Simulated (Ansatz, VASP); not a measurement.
## Si6SnGe57 (Si0.096Ge0.882Sn0.022, diamond-type random alloy): VASP beside Ansatz

Wanted: the spread between two codes on one cell, functional and k mesh. The cell is invented: As first built, before any earlier steps moved the atoms (in the runner's words): 2x2x2 conventional cells of the Ge type (64 atoms: 6 Si, 57 Ge, 1 Sn); Ge/Si/Sn share their sites, the best of 600 random draws by like-pair counts in two shells; start lattice by linear mixing of the end members' cells; atoms moved at random by 0.02 A. It may not be a known or stable phase. The structure shown is the end of the Ansatz relaxation below.

Program: Ansatz 0.2.0. Level of theory: plane waves, with VASP 6.6.1 beside it; single point at PBE. Results are calculated unless marked as measured.

### 1. The structure

The cell holds 64 atoms: 6 Si, 57 Ge and 1 Sn. Cell: a = 11.482 Å, b = 11.483 Å, c = 11.483 Å, α = 90.0°, β = 90.0°, γ = 90.0°. It derives from Ge (Ge type, space group 227), repeated 2×2×2. As first built, before any earlier steps moved the atoms (in the runner's words): 2x2x2 conventional cells of the Ge type (64 atoms: 6 Si, 57 Ge, 1 Sn); Ge/Si/Sn share their sites, the best of 600 random draws by like-pair counts in two shells; start lattice by linear mixing of the end members' cells; atoms moved at random by 0.02 A.

### 2. Ansatz: relaxation, PBE

Ansatz runs on its default PAW (the set named soft_2) files.

This run makes the geometry at which the two programs are then compared.

Contents of input.yaml:

```yaml
crystal:
  lattice:
    - [11.30694, 0.0, 0.0]
    - [0.0, 11.30694, 0.0]
    - [0.0, 0.0, 11.30694]
  atoms:
    - { symbol: Si, position: [0.37499, 0.37436, 0.37508] }
    - { symbol: Si, position: [0.12334, 0.87245, 0.62393] }
    - { symbol: Si, position: [0.24719, 0.50171, 0.4977] }
    - { symbol: Si, position: [0.87296, 0.87883, 0.3736] }
    - { symbol: Si, position: [0.62132, 0.62276, 0.87044] }
    - { symbol: Si, position: [0.874, 0.62625, 0.62321] }
    - { symbol: Ge, position: [0.00027, 0.00066, 0.25127] }
    - { symbol: Ge, position: [0.12532, 0.37692, 0.12224] }
    - { symbol: Ge, position: [0.99992, 0.25065, 0.99582] }
    - { symbol: Ge, position: [0.12654, 0.12657, 0.37453] }
    - { symbol: Ge, position: [0.25173, 0.00377, 0.00255] }
    - { symbol: Ge, position: [0.25007, 0.24965, 0.2505] }
    - { symbol: Ge, position: [0.37221, 0.12407, 0.12461] }
    - { symbol: Ge, position: [0.99856, 0.00083, 0.74746] }
    - { symbol: Ge, position: [0.1257, 0.37266, 0.62675] }
    - { symbol: Ge, position: [0.99925, 0.24873, 0.49987] }
    - { symbol: Ge, position: [0.12679, 0.12396, 0.87594] }
    - { symbol: Ge, position: [0.25025, 0.99733, 0.50045] }
    - { symbol: Ge, position: [0.3742, 0.37575, 0.87676] }
    - { symbol: Ge, position: [0.24842, 0.24957, 0.74985] }
    - { symbol: Ge, position: [0.37407, 0.12607, 0.62252] }
    - { symbol: Ge, position: [0.00056, 0.49895, 0.25005] }
    - { symbol: Ge, position: [0.12381, 0.87277, 0.12468] }
    - { symbol: Ge, position: [0.0003, 0.75133, 0.00144] }
    - { symbol: Ge, position: [0.12413, 0.62572, 0.37903] }
    - { symbol: Ge, position: [0.24917, 0.50307, 0.99621] }
    - { symbol: Ge, position: [0.37676, 0.87472, 0.37556] }
    - { symbol: Ge, position: [0.24707, 0.75091, 0.24954] }
    - { symbol: Ge, position: [0.37487, 0.62371, 0.12182] }
    - { symbol: Ge, position: [0.99756, 0.49977, 0.74965] }
    - { symbol: Ge, position: [0.00068, 0.74858, 0.49854] }
    - { symbol: Ge, position: [0.12738, 0.62645, 0.87704] }
    - { symbol: Ge, position: [0.37641, 0.8745, 0.87627] }
    - { symbol: Ge, position: [0.24767, 0.75206, 0.75164] }
    - { symbol: Ge, position: [0.374, 0.62814, 0.6277] }
    - { symbol: Ge, position: [0.50041, 0.00024, 0.25215] }
    - { symbol: Ge, position: [0.62268, 0.37605, 0.12548] }
    - { symbol: Ge, position: [0.49768, 0.24716, 0.99955] }
    - { symbol: Ge, position: [0.6265, 0.12674, 0.37679] }
    - { symbol: Ge, position: [0.74922, 0.0011, 0.99864] }
    - { symbol: Ge, position: [0.8718, 0.375, 0.37904] }
    - { symbol: Ge, position: [0.75674, 0.24928, 0.24876] }
    - { symbol: Ge, position: [0.87462, 0.12472, 0.1233] }
    - { symbol: Ge, position: [0.50162, 0.99838, 0.75037] }
    - { symbol: Ge, position: [0.6238, 0.37425, 0.62621] }
    - { symbol: Ge, position: [0.50142, 0.24944, 0.4967] }
    - { symbol: Ge, position: [0.62399, 0.12457, 0.87566] }
    - { symbol: Ge, position: [0.75072, 0.00128, 0.49995] }
    - { symbol: Ge, position: [0.87446, 0.37544, 0.87288] }
    - { symbol: Ge, position: [0.75056, 0.24941, 0.75164] }
    - { symbol: Ge, position: [0.87841, 0.12448, 0.62766] }
    - { symbol: Ge, position: [0.49905, 0.5011, 0.2483] }
    - { symbol: Ge, position: [0.62472, 0.87603, 0.12872] }
    - { symbol: Ge, position: [0.62634, 0.6238, 0.37712] }
    - { symbol: Ge, position: [0.75059, 0.50077, 0.99949] }
    - { symbol: Ge, position: [0.75501, 0.75229, 0.249] }
    - { symbol: Ge, position: [0.87512, 0.62598, 0.12673] }
    - { symbol: Ge, position: [0.49918, 0.49903, 0.74925] }
    - { symbol: Ge, position: [0.6243, 0.87328, 0.62485] }
    - { symbol: Ge, position: [0.50041, 0.75007, 0.49858] }
    - { symbol: Ge, position: [0.75035, 0.5027, 0.49815] }
    - { symbol: Ge, position: [0.87233, 0.87183, 0.87341] }
    - { symbol: Ge, position: [0.75, 0.74986, 0.75102] }
    - { symbol: Sn, position: [0.50321, 0.7514, 0.99977] }
kpoints:
  mp_grid: { grid: [2, 2, 2], shift: [0.5, 0.5, 0.5] }
hamiltonian:
  xc: pbe
scf:
  occupations: { method: fermi_dirac, width: 0.01 }
output:
  forces: true
  stress: true
relax:
  f_tol: 0.02
  max_steps: 45
  cell: { stress_tol: 0.1 }
```

The run is started by

```
> ansatz run input.yaml --threads 32 --pin off --max-ram 143360MiB --backend cuda --events-out ev --progress --plain --runs-dir out
```

Numbers of over 12 decimals in the logs are rounded to 6 here.

The program printed:

```text
The last accepted step is kept in <dir> (removed where the run ends without a failure and the disk answers)
Engine: ansatz 0.2.0, aarch64-unknown-linux-gnu
Pseudopotentials: kind: paw
Pseudopotential: Si, paw, valence charge 4, recommended cutoff 420 eV (normal), Si.paw.azcp
Pseudopotential: Ge, paw, valence charge 14, recommended cutoff 420 eV (normal), Ge.paw.azcp
Pseudopotential: Sn, paw, valence charge 14, recommended cutoff 420 eV (normal), Sn.paw.azcp
Functional definition: PBE
  parameter kappa = 0.804
  parameter beta = 0.066725
  exchange = pbe_x(kappa = kappa, mu = beta*pi^2/3)
  correlation = pbe_c(beta = beta)
device memory: the entry about to start is reckoned to put 19.3 GiB on a device that reports 182.5 GiB free
GPU FFT provider: cuFFT
GPU libraries: cuBLAS 13.8.1, cuFFT 12.4.0, cuSOLVER 12.3.2
GPU matrix products: emulated (plane waves: as basis.precision tells), large ones in fixed point in workspaces of 1.00 GiB
Crystal: 64 atoms, lattice volume = 1445.557 Å³
Basis set: ecut = 420 eV, 28257 PW (Γ), exchange–correlation on 160×160×160 points (8 copies of the dense FFT grid, shifted against one another)
Bands: 502, of which v1, the nominal top of the filled ones, is band 418 counted from 1 (417 counted from 0)
Symmetry: 1 space group operations
Space group: P1 (ITA 1), of the structure as read, at distance tolerance 1.1e-4 Å
k-points: 4 of 8 (time reversal used)
Non-local potential: Si, projectors of the file, l = 0: 2, l = 1: 2, l = 2: 2
Non-local potential: Ge, projectors of the file, l = 0: 2, l = 1: 2, l = 2: 3, l = 3: 1
Non-local potential: Sn, projectors of the file, l = 0: 2, l = 1: 2, l = 2: 2, l = 3: 2
PAW form: soft (Blöchl's): semilocal exchange-correlation on the pseudo side does not see the compensation charge
PAW one-centre angular grid: Si, 110 points (default); XC on 64 Gauss nodes
PAW one-centre angular grid: Ge, 590 points (default); XC on 64 Gauss nodes
PAW one-centre angular grid: Sn, 590 points (default); XC on 64 Gauss nodes
Initial density: superposition of atomic densities (neutral atoms: chi_scale 0, normalization atom), corrected by the library's trained network
Initial wavefunctions: pseudopotential atomic-orbital guess
GPU buffer pool allocated for 512000 grid points (all kernels)
GPU transforms: local potential and band sums: pruned to the plane-wave sphere, on 75×75×75
Functional: x = pbe(κ = 0.804, μ = 0.219515), c = pbe(β = 0.066725)
SCF iter   1: F=—  HF=-254650.489970 eV  |F-HF|=—  |Δ(HF+E_count)|=         —  Δρ=1.18e-3  dr2=3.35e-2  ethr=1.77e-3  ⟨swp⟩=6.0  Hψ=7341  notcnv=0  defer=59
preconditioner: auto → Resta (q_TF=auto, 2.490 Å⁻¹)  ε∞=2.7  [insulator: Δε(μ)=0.653 eV  Ē_g=21.803 eV  σ=0.010 eV  W_gap=1.00  n_scr=388 (ndim 8)  ℏωp=28.2 eV  f_vac=0.057  D(μ)=0.00/eV (n_scr^D=0)  ε∞_Penn≈2.7]
SCF iter   2: F=—  HF=-254650.465539 eV  |F-HF|=—  |Δ(HF+E_count)|=   2.44e-2  Δρ=8.12e-4  dr2=1.04e-2  ethr=4.01e-6  ⟨swp⟩=2.0  Hψ=4000  notcnv=0  defer=320
SCF iter   3: F=—  HF=-254650.465875 eV  |F-HF|=—  |Δ(HF+E_count)|=   3.36e-4  Δρ=3.94e-4  dr2=2.98e-3  ethr=1.25e-6  ⟨swp⟩=2.0  Hψ=3376  notcnv=0  defer=320
SCF iter   4: F=—  HF=-254650.468901 eV  |F-HF|=—  |Δ(HF+E_count)|=   3.03e-3  Δρ=1.50e-4  dr2=5.56e-4  ethr=3.57e-7  ⟨swp⟩=2.0  Hψ=2236  notcnv=0  defer=320
SCF iter   5: F=—  HF=-254650.466465 eV  |F-HF|=—  |Δ(HF+E_count)|=   2.44e-3  Δρ=6.77e-5  dr2=2.09e-4  ethr=6.65e-8  ⟨swp⟩=2.0  Hψ=3344  notcnv=0  defer=320
SCF iter   6: F=—  HF=-254650.466517 eV  |F-HF|=—  |Δ(HF+E_count)|=   5.13e-5  Δρ=3.13e-5  dr2=9.39e-6  ethr=2.50e-8  ⟨swp⟩=2.0  Hψ=2220  notcnv=0  defer=320
SCF iter   7: F=—  HF=-254650.469229 eV  |F-HF|=—  |Δ(HF+E_count)|=   2.71e-3  Δρ=9.53e-6  dr2=1.76e-6  ethr=1.12e-9  ⟨swp⟩=2.0  Hψ=3360  notcnv=0  defer=320
SCF iter   8: F=—  HF=-254650.469229 eV  |F-HF|=—  |Δ(HF+E_count)|=   5.69e-7  Δρ=4.33e-6  dr2=2.11e-7  ethr=2.11e-10  ⟨swp⟩=2.0  Hψ=3356  notcnv=0  defer=320
SCF iter   9: F=-254650.469228 eV  HF=-254650.469228 eV  |F-HF|=5.64e-8  |Δ(HF+E_count)|=   1.30e-7  Δρ=1.71e-6  dr2=4.52e-8  ethr=1.20e-11  ⟨swp⟩=4.0  Hψ=5426  notcnv=0
SCF 1 converged in 9 iterations: F = -254650.469228 eV  dr2 = 4.52e-8
  greatest PAW one-centre occupation: 0.998 electrons in one spin orbital (limit 2), on the Ge atom at site 52 (counted from 0), in its partial waves of l = 2
relax step   1: F+E_penalty+E_count = -254650.46922844 eV  Δ(F+E_penalty+E_count) = +0.000e0 eV  max|allowed force component| = 1.355e0 eV/Å  Δτ_max = 0.0000 Å  P = +3.420 GPa  Ω = 1445.557 Å³  (9 SCF iters, dr2 threshold 1.00e-7 eV, accepted)
[...]
relax step   2: F+E_penalty+E_count = -254652.12002923 eV  Δ(F+E_penalty+E_count) = -1.651e0 eV  max|allowed force component| = 2.747e-1 eV/Å  Δτ_max = 0.1948 Å  P = +0.265 GPa  Ω = 1507.456 Å³  energy of the carried Pulay correction = -1.011e-2 eV  (8 SCF iters, dr2 threshold 6.40e-6 eV, accepted)
[...]
relax step   3: F+E_penalty+E_count = -254652.19379850 eV  Δ(F+E_penalty+E_count) = -7.377e-2 eV  max|allowed force component| = 1.241e-1 eV/Å  Δτ_max = 0.0678 Å  P = +0.025 GPa  Ω = 1513.565 Å³  energy of the carried Pulay correction = -1.108e-2 eV  (6 SCF iters, dr2 threshold 4.72e-6 eV, accepted)
[...]
relax step   4: F+E_penalty+E_count = -254652.20442380 eV  Δ(F+E_penalty+E_count) = -1.063e-2 eV  max|allowed force component| = 2.157e-2 eV/Å  Δτ_max = 0.0204 Å  P = +0.002 GPa  Ω = 1513.964 Å³  energy of the carried Pulay correction = -1.115e-2 eV  (6 SCF iters, dr2 threshold 9.62e-7 eV, accepted)
[...]
relax step   5: F+E_penalty+E_count = -254652.20450512 eV  Δ(F+E_penalty+E_count) = -8.131e-5 eV  max|allowed force component| = 2.010e-3 eV/Å  Δτ_max = 0.0025 Å  P = +0.000 GPa  Ω = 1514.001 Å³  energy of the carried Pulay correction = -1.115e-2 eV  (5 SCF iters, dr2 threshold 2.91e-8 eV, accepted)
[...]
relax step   6: F+E_penalty+E_count = -254652.21573111 eV  Δ(F+E_penalty+E_count) = -1.123e-2 eV  max|allowed force component| = 2.014e-3 eV/Å  Δτ_max = 0.0000 Å  P = +0.005 GPa  Ω = 1514.001 Å³  stress off target by 5.64e-3 GPa  SCF on the basis re-selected at this cell (its energy is not comparable with the rows above)  (9 SCF iters)
basis re-selected at this cell: Δ(F+E_penalty+E_count) = -1.123e-2 eV, ΔP = +0.005 GPa vs the last step (what re-selecting the basis moved, of the pressure what is left beyond the Pulay correction that the steps carried, after the strain that the cell walked since its last selection, with what the two solves' SCF thresholds leave and, on support functions, any second-order correction that the steps lacked; it is no m [...]
SCF converged after 9 iterations
Free energy (F): -254652.215731 eV
Harris-Foulkes:  -254652.215731 eV  (|F-HF|=4.07e-10)
Internal energy: -254652.215731 eV  (E = F + TS)
E sigma→0 (E₀):  -254652.215731 eV
Fermi energy:    7.750308 eV
--- Per-component energies (eV) ---
  E_band       = -9113.051992
  E_kinetic    = 6747.548216
  E_local      = -148431.252619  (includes V_loc(G=0)·N_el)
  E_nonlocal   = 23966.432083
  E_hartree    = 65420.110891
  E_xc         = -5003.532405
  E_vxc        = -4035.726156  (∫ρ·V_xc dr)
  E_paw        = -122341.394627  (= ΣΔE_a)
  E_vpaw       = -18200.286355  (= ΣTr[D̂ρ^β])
  E_aug_tail   = 0.018501  (compensation charges beyond the density's cutoff)
  E_ewald      = -75010.145770
  E_smearing   = -0.000000  (= −TS)
  E_closure    = 0.000000  (closes the sum)
  Σ components = -254652.215731   (vs F -254652.215731, Δ=0.00e0)
--- Forces (eV/Å), atoms counted from 1 ---
  [... one line an atom ...]
  max |Σ_I F_I| component: 1.82e-6 eV/Å
--- Stress (GPa, compression-positive) ---
        0.004171       0.000345       0.000010
        0.000345       0.004528      -0.000271
        0.000010      -0.000271       0.005574
  P = ⅓ Tr σ = 0.0048 GPa (0.048 kbar)
--- Band table (eV) ---
--- Relaxed structure (5 steps of the walk, 5 accepted, 1 SCFs on fresh bases) ---
  F+E_penalty+E_count = -254652.21573111 eV   max|allowed force component| = 2.014e-3 eV/Å   (the final SCF, on the basis selected at the relaxed cell)
  cell:  # Å, volume = 1514.0006 Å³
    - [11.482359, -0.000590893, -0.000570905]
    - [-0.000590893, 11.482552, 0.000580267]
    - [-0.000570905, 0.000580267, 11.483030]
  atoms:
    [... one line an atom ...]
```

[end of part 1 of 2]

[Lines on the potential files, build, host, timing and source positions are cut from VASP's logs without a mark.]

[Logs are printed without paths, hosts, clocks, repeated set-up lines and the standing remarks that a program may print on its own settings, such as how far it seeks lower states.]

[Hosts, paths, dates, database ids (printed as entryN), source tags and the programs' standing remarks are cut or masked in the printed files.]
